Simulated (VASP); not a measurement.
# LaBRh3 with rev-vdW-DF2: from relaxation to properties

Wanted: the relaxed cell of LaBRh3 and its properties. The steps: full relaxation (rev-vdW-DF2), density, ELF and potential (rev-vdW-DF2), band structure (rev-vdW-DF2), density of states (rev-vdW-DF2), zone-centre phonons (rev-vdW-DF2), volume scan with rev-vdW-DF2, fit for rev-vdW-DF2 and field gradients at the nuclei (rev-vdW-DF2). The start is a cell from a database of measured crystal structures.

Method: rev-vdW-DF2; plane waves and PAW (La, B, Rh_pv), in VASP 6.6.1.

## 1. The starting structure

Before any relaxation, the start is as follows. It takes space group Pm-3m (No. 221, cubic). The conventional cell has a = 4.242 Å, b = 4.242 Å, c = 4.242 Å, α = 90.00°, β = 90.00°, γ = 90.00°. Nearest to La lie 12 Rh at 3.00 Å and 8 B at 3.67 Å. B has 6 Rh at 2.12 Å and 8 La at 3.67 Å nearest. Rh has 2 B at 2.12 Å and 8 Rh at 3.00 Å and 4 La at 3.00 Å nearest. Farther neighbours are not listed.

As a file:

```xyz
5
Lattice="4.2420 0.0000 0.0000 0.0000 4.2420 0.0000 0.0000 0.0000 4.2420" Properties=species:S:1:pos:R:3 pbc="T T T"
La    0.0000    0.0000    0.0000
B     2.1210    2.1210    2.1210
Rh    0.0000    2.1210    2.1210
Rh    2.1210    0.0000    2.1210
Rh    2.1210    2.1210    0.0000
```

## 2. Full relaxation (rev-vdW-DF2)

Properties are meant for the cell that this level of theory prefers, so cell and atoms are relaxed first (ISIF = 3) until forces and stress are small; EDIFFG sets the threshold. rev-vdW-DF2 revises the exchange of vdW-DF2 for solids. LUSE_VDW switches on a nonlocal correlation term for dispersion.

Input file INCAR:

```
SYSTEM = LaBRh3
PREC = Accurate
ENCUT = 420
EDIFF = 1E-06
NELM = 100
ISMEAR = 1
SIGMA = 0.2
LREAL = .FALSE.
ALGO = Normal
GGA = MK
AGGAC = 0
LUSE_VDW = .TRUE.
PARAM1 = 0.1234
PARAM2 = 0.711357
ZAB_VDW = -1.8867
LASPH = .TRUE.
NBANDS = 36
LORBIT = 11
LWAVE = .FALSE.
LCHARG = .FALSE.
KPAR = 4
IBRION = 2
NSW = 60
ISIF = 3
EDIFFG = -0.01
```

Input file POSCAR:

```
LaBRh3
1.0
    4.2420000000      0.0000000000      0.0000000000
    0.0000000000      4.2420000000      0.0000000000
    0.0000000000      0.0000000000      4.2420000000
La B Rh
1 1 3
Direct
    0.0000000000      0.0000000000      0.0000000000
    0.5000000000      0.5000000000      0.5000000000
    0.0000000000      0.5000000000      0.5000000000
    0.5000000000      0.0000000000      0.5000000000
    0.5000000000      0.5000000000      0.0000000000
```

Input file KPOINTS:

```
Automatic mesh
0
Gamma
5 5 5
0 0 0
```

The projector-augmented-wave data sets are La, B and Rh_pv (PBE family, release 64).

On the command line:

```console
$ mpirun -np 4 vasp_std
```

The log of the run:

```text
[banner, memory and clock lines left out]
running    4 mpi-ranks, on    1 nodes
 distrk:  each k-point on    1 cores,    4 groups
 distr:  one band on    1 cores,    1 groups

 POSCAR found type information on POSCAR LaB Rh
 POSCAR found :  3 types and       5 ions
|                                                                             |
|               ----> ADVICE to this user running VASP <----                  |
|                                                                             |
|     You have switched on vdW-DFT.                                           |
|     This routine was written and supplied by Jiri Klimes. We recommend      |
|     that you carefully read and cite the following publications:            |
|       J. Klimes, D.R. Bowler, A. Michelides                                 |
|          J. Phys.: Cond Matt. 22 022201 (2010)                              |
|       J. Klimes, D.R. Bowler, A. Michelides                                 |
|          Phys. Rev. B. 83, 195131 (2011)                                    |
|     and references therein.                                                 |
|                                                                             |

|                                                                             |
|               ----> ADVICE to this user running VASP <----                  |
|                                                                             |
|     You enforced a specific xc type in the INCAR file but a different       |
|     [... a line on the potential file left out ...]
|     I HOPE YOU KNOW WHAT YOU ARE DOING!                                     |
|                                                                             |

 LDA part: xc-table for (Slater+PW92), standard interpolation
 POSCAR, INCAR and KPOINTS ok, starting setup
 FFT: planning ... GRIDC
 FFT: planning ... GRID_SOFT
 FFT: planning ... GRID
 WAVECAR not read
 entering main loop
       N       E                     dE             d eps       ncg     rms          rms(c)
DAV:   1     0.586707133747E+03    0.58671E+03   -0.28333E+04  1008   0.211E+03
DAV:   2     0.527033939779E+02   -0.53400E+03   -0.51307E+03   736   0.495E+02
DAV:   3    -0.218834592811E+02   -0.74587E+02   -0.69383E+02   992   0.147E+02
DAV:   4    -0.286715074365E+02   -0.67880E+01   -0.64751E+01  1348   0.513E+01
DAV:   5    -0.288489012957E+02   -0.17739E+00   -0.17630E+00  1040   0.630E+00    0.209E+01
DAV:   6    -0.270048921067E+02    0.18440E+01   -0.44633E+01  1040   0.422E+01    0.812E+00
DAV:   7    -0.258914948341E+02    0.11134E+01   -0.88250E+00  1116   0.219E+01    0.437E+00
DAV:   8    -0.258946993363E+02   -0.32045E-02   -0.64958E-01  1224   0.501E+00    0.176E+00
DAV:   9    -0.258765343510E+02    0.18165E-01   -0.14093E-01  1116   0.275E+00    0.553E-01
DAV:  10    -0.258777801214E+02   -0.12458E-02   -0.90267E-03  1052   0.674E-01    0.140E-01
DAV:  11    -0.258780875884E+02   -0.30747E-03   -0.15121E-03  1184   0.295E-01    0.678E-02
DAV:  12    -0.258781353791E+02   -0.47791E-04   -0.23958E-04  1216   0.816E-02    0.365E-02
DAV:  13    -0.258781250867E+02    0.10292E-04   -0.23873E-04  1088   0.123E-01    0.151E-02
DAV:  14    -0.258781187683E+02    0.63184E-05   -0.28703E-05  1000   0.401E-02    0.297E-03
DAV:  15    -0.258781187391E+02    0.29152E-07   -0.12836E-06   616   0.785E-03
   1 F= -.25878119E+02 E0= -.25877640E+02  d E =-.258781E+02
 curvature:   0.00 expect dE= 0.000E+00 dE for cont linesearch  0.000E+00
 trial: gam= 0.00000 g(F)=  0.000E+00 g(S)=  0.118E-01 ort = 0.000E+00 (trialstep = 0.100E+01)
 search vector abs. value=  0.118E-01
 bond charge predicted
       N       E                     dE             d eps       ncg     rms          rms(c)
DAV:   1    -0.263318670359E+02   -0.45375E+00   -0.73917E+00   772   0.225E+01    0.498E+00
DAV:   2    -0.259961727440E+02    0.33569E+00   -0.40532E+00  1044   0.142E+01    0.258E+00
DAV:   3    -0.258819694591E+02    0.11420E+00   -0.68413E-01  1128   0.671E+00    0.726E-01
DAV:   4    -0.258751363139E+02    0.68331E-02   -0.52329E-02  1012   0.145E+00    0.294E-01
DAV:   5    -0.258752347021E+02   -0.98388E-04   -0.32514E-03  1184   0.286E-01    0.151E-01
DAV:   6    -0.258753313502E+02   -0.96648E-04   -0.76633E-04  1088   0.137E-01    0.282E-02
DAV:   7    -0.258753345905E+02   -0.32403E-05   -0.69423E-05  1232   0.661E-02    0.125E-02
DAV:   8    -0.258753344404E+02    0.15009E-06   -0.18290E-05   976   0.240E-02    0.461E-03
DAV:   9    -0.258753341815E+02    0.25888E-06   -0.23759E-06   748   0.134E-02
   2 F= -.25875334E+02 E0= -.25874317E+02  d E =0.278456E-02
 trial-energy change:    0.002785  1 .order    0.002682   -0.011786    0.017150
 step:   0.4022(harm=  0.4073)  dis= 0.00000  next Energy=   -25.880482 (dE=-0.236E-02)
 bond charge predicted
       N       E                     dE             d eps       ncg     rms          rms(c)
DAV:   1    -0.260621517517E+02   -0.18682E+00   -0.26242E+00   780   0.133E+01    0.345E+00
DAV:   2    -0.259720925336E+02    0.90059E-01   -0.19112E+00  1060   0.986E+00    0.209E+00
DAV:   3    -0.258816250256E+02    0.90468E-01   -0.36026E-01  1032   0.426E+00    0.367E-01
DAV:   4    -0.258814234085E+02    0.20162E-03   -0.49097E-02  1228   0.132E+00    0.227E-01
DAV:   5    -0.258804032683E+02    0.10201E-02   -0.74798E-03  1060   0.640E-01    0.111E-01
DAV:   6    -0.258804985987E+02   -0.95330E-04   -0.57581E-04   896   0.143E-01    0.294E-02
DAV:   7    -0.258804850917E+02    0.13507E-04   -0.13730E-04  1164   0.979E-02    0.111E-02
DAV:   8    -0.258804864332E+02   -0.13415E-05   -0.72503E-06   896   0.193E-02    0.430E-03
DAV:   9    -0.258804856837E+02    0.74953E-06   -0.22632E-06   724   0.173E-02
   3 F= -.25880486E+02 E0= -.25879789E+02  d E =-.236694E-02
 curvature:  -0.20 expect dE=-0.490E-06 dE for cont linesearch -0.490E-06
 trial: gam=-0.01409 g(F)=  0.327E-64 g(S)=  0.241E-05 ort = 0.168E-03 (trialstep = 0.880E+00)
 search vector abs. value=  0.592E-09
 reached required accuracy - stopping structural energy minimisation
```

The job ended after 90 s (4 MPI ranks of AMD EPYC 7R43, shared host; peak memory 1.2 GiB; 5.9 min of CPU time).

Lines that name or quote the potential files are left out of all logs, and their timing lines are given in words.

Parts of OUTCAR (step 2):

```text
ion  position               nearest neighbor table
   1  0.000  0.000  0.000-   3 3.00   4 3.00   5 3.00   3 3.00   4 3.00   3 3.00   5 3.00   3 3.00
                             4 3.00   5 3.00   4 3.00   5 3.00
   2  0.500  0.500  0.500-   3 2.12   4 2.12   5 2.12   5 2.12   4 2.12   3 2.12
   3  0.000  0.500  0.500-   2 2.12   2 2.12   4 3.00   5 3.00   1 3.00   5 3.00   1 3.00   4 3.00
                             1 3.00   1 3.00   4 3.00   5 3.00   5 3.00   4 3.00
   4  0.500  0.000  0.500-   2 2.12   2 2.12   3 3.00   5 3.00   1 3.00   5 3.00   1 3.00   3 3.00
                             5 3.00   5 3.00   1 3.00   3 3.00   1 3.00   3 3.00
   5  0.500  0.500  0.000-   2 2.12   2 2.12   3 3.00   4 3.00   1 3.00   3 3.00   4 3.00   1 3.00
                             4 3.00   4 3.00   1 3.00   3 3.00   3 3.00   1 3.00

  LATTYP: Found a simple cubic cell.
 ALAT       =     4.2420000000

 Subroutine GETGRP returns: Found 48 space group operations
 (whereof 48 operations were pure point group operations)

The static configuration has the point symmetry O_h .

 Found     10 irreducible k-points:

   k-points           NKPTS =     10   k-points in BZ     NKDIM =     10   number of bands    NBANDS=     36

   dimension x,y,z NGX =    28 NGY =   28 NGZ =   28
   dimension x,y,z NGXF=    56 NGYF=   56 NGZF=   56

   ENCUT  =  420.0 eV  30.87 Ry    5.56 a.u.   7.09  7.09  7.09*2*pi/ulx,y,z

   NELECT =      59.0000    total number of electrons

 k-points in reciprocal lattice and weights: Automatic mesh
   0.00000000  0.00000000  0.00000000       0.008
   0.20000000  0.00000000  0.00000000       0.048
   0.40000000  0.00000000  0.00000000       0.048
   0.20000000  0.20000000  0.00000000       0.096
   0.40000000  0.20000000  0.00000000       0.192
   0.40000000  0.40000000  0.00000000       0.096
   0.20000000  0.20000000  0.20000000       0.064
   0.40000000  0.20000000  0.20000000       0.192
   0.40000000  0.40000000  0.20000000       0.192
   0.40000000  0.40000000  0.40000000       0.064

 average (electrostatic) potential at core
       1 -92.0675       2 -22.6405       3 -71.5365       4 -71.5365       5 -71.5365

 E-fermi :  10.2232

 k-point     1 :       0.0000    0.0000    0.0000
  band No.  band energies     occupation
    ...
     24       9.0171      2.00000
     25       9.0171      2.00000
     26       9.6943      2.00119
     27       9.6943      2.00119
     28       9.6943      2.00119
     29      10.4221     -0.04914
     30      10.4600     -0.07038
     31      10.4600     -0.07038
     32      10.4600     -0.07038
     33      13.5295     -0.00000
    ...

 k-point     2 :       0.2000    0.0000    0.0000
  band No.  band energies     occupation
    ...
     25       8.8819      2.00000
     26       8.8819      2.00000
     27       9.0088      2.00000
     28       9.9103      2.04944
     29      10.1387      1.64912
     30      10.4608     -0.07048
     31      11.3370     -0.00000
     32      11.3370     -0.00000
     33      13.5017     -0.00000
     34      13.5538     -0.00000
    ...

 k-point     3 :       0.4000    0.0000    0.0000
  band No.  band energies     occupation
    ...
     25       8.8674      2.00000
     26       9.0327      2.00000
     27       9.0327      2.00000
     28       9.3384      2.00000
     29       9.5644      2.00003
     30      10.4620     -0.07061
     31      11.9236     -0.00000
     32      11.9236     -0.00000
     33      13.4704     -0.00000
     34      13.5949     -0.00000
    ...

Total vdW correction in eV:      7.5758831

  Total        0.0091197      0.0091197      0.0091197      0.0000000      0.0000000     -0.0000000
  in kB        0.1900011      0.1900011      0.1900011      0.0000000      0.0000000     -0.0000000
  external PRESSURE =       0.1900011 kB  Pullay stress =       0.0000000 kB

  energy-cutoff  :      420.00
  volume of cell :       76.90
      direct lattice vectors                 reciprocal lattice vectors
     4.252504311  0.000000000  0.000000000     0.235155552  0.000000000 -0.000000000
    -0.000000000  4.252504311  0.000000000    -0.000000000  0.235155552 -0.000000000
     0.000000000  0.000000000  4.252504311     0.000000000  0.000000000  0.235155552

 POSITION                                       TOTAL-FORCE (eV/Angst)
 -----------------------------------------------------------------------------------
      0.00000      0.00000      0.00000         0.000000     -0.000000      0.000000
      2.12625      2.12625      2.12625         0.000000     -0.000000      0.000000
     -0.00000      2.12625      2.12625        -0.000000      0.000000      0.000000
      2.12625      0.00000      2.12625         0.000000      0.000000      0.000000
      2.12625      2.12625      0.00000         0.000000     -0.000000      0.000000
 -----------------------------------------------------------------------------------
    total drift:                                0.000000      0.000000      0.000000

  FREE ENERGIE OF THE ION-ELECTRON SYSTEM (eV)
  ---------------------------------------------------
  free  energy   TOTEN  =       -25.8804856837 eV

  energy  without entropy=      -25.8783957114  energy(sigma->0) =      -25.87978903

Total vdW correction in eV:      7.5758283

 reached required accuracy - stopping structural energy minimisation

 total charge
# of ion       s       p       d       f       tot
--------------------------------------------------
    1        2.051   5.610   0.836   0.230   8.727
    2        0.736   1.108   0.000   0.000   1.844
    3        0.366   6.237   7.313   0.000  13.915
    4        0.366   6.237   7.313   0.000  13.915
    5        0.366   6.237   7.313   0.000  13.915
--------------------------------------------------
tot          3.885  25.429  22.774   0.230  52.317

[... 3 further parts left out ...]
```

CONTCAR:

```
LaBRh3
   1.00000000000000
     4.2525043105258673    0.0000000000000000    0.0000000000000000
    -0.0000000000000000    4.2525043105258673    0.0000000000000000
     0.0000000000000000    0.0000000000000000    4.2525043105258673
  La              B               Rh
     1     1     3
Direct
     0.0000000000000000    0.0000000000000000    0.0000000000000000
     0.5000000000000000    0.5000000000000000    0.5000000000000000
     0.0000000000000000    0.5000000000000000    0.5000000000000000
     0.5000000000000000    0.0000000000000000    0.5000000000000000
     0.5000000000000000    0.5000000000000000    0.0000000000000000
```

This run has no spin polarisation. Its electron count is odd, so without a moment it is a metal by construction. The k-mesh is coarse for a metal. The PAW data sets were made with PBE, which is usual practice but a small mismatch for other functionals. The run keeps the 48 symmetry operations of its start, so it cannot find a distortion of lower symmetry.

Relaxation path:

```csv
step,energy less that of the first step (eV),largest force (eV/Å),pressure (GPa),volume (Å³)
1,0.0000,0.0000,1.34,76.33
2,0.0028,0.0000,-1.91,77.75
3,-0.0024,0.0000,0.02,76.90
```

```csv
"conventional cell, symmetrised",before,after,change
a (Å),4.242,4.253,+0.2 %
b (Å),4.242,4.253,+0.2 %
c (Å),4.242,4.253,+0.2 %
volume (Å³/atom),15.27,15.38,+0.7 %
```

Final coordinates:

```xyz
5
Lattice="4.2525 0.0000 0.0000 0.0000 4.2525 0.0000 0.0000 0.0000 4.2525" Properties=species:S:1:pos:R:3 pbc="T T T"
La    0.0000    0.0000    0.0000
B     2.1263    2.1263    2.1263
Rh    0.0000    2.1263    2.1263
Rh    2.1263    0.0000    2.1263
Rh    2.1263    2.1263    0.0000
```

Numbers from this step:

```yaml
electrons: 59
bands: 36
irreducible_k_points: 10
symmetry_operations: 48
free_energy_toten: -25.88 eV
energy_at_zero_smearing: -25.88 eV
fermi_energy: 10.22 eV
pressure: 0.01900 GPa
metallic: yes
scf_cycles_over_all_ionic_steps: 33
```

It ends with forces that vanish by symmetry and a pressure of 0.02 GPa. The volume lies +0.7 % from that of the database's start.

[end of part 1 of 5]

[Lines on the potential files, build, host, timing and source positions are cut from VASP's logs without a mark.]

[Logs are printed without paths, hosts, clocks, repeated set-up lines and the standing remarks that a program may print on its own settings, such as how far it seeks lower states.]

[Hosts, paths, dates, database ids (printed as entryN), source tags and the programs' standing remarks are cut or masked in the printed files.]

[A measured line is paired with the nearest computed mode of its activity, which favours agreement.]
